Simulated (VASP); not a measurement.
Here is the system:

```xyz
2
Lattice="0.0000 2.3360 2.3360 2.3360 0.0000 2.3360 2.3360 2.3360 0.0000" Properties=species:S:1:pos:R:3 pbc="T T T"
Zr     0.0000     0.0000     0.0000
C      2.3360     2.3360     2.3360
```

Calculation: PBEsol GGA, VASP's PBE PAW potentials (set 64) (plane waves; VASP). Numerical set-up: 520 eV cut-off, Gaussian smearing of 0.050 eV, potentials Zr_sv C.

Q: Predict the band gap (along the path) with the smallest direct gap where there is one.

A: 
```yaml
band gap (along the path): none (metal, semimetal or under 0.01 eV)
```

The absolute energy has meaning only against runs of the same code, potentials and settings.

The compound is ZrC in the rock salt structure. It was relaxed first.
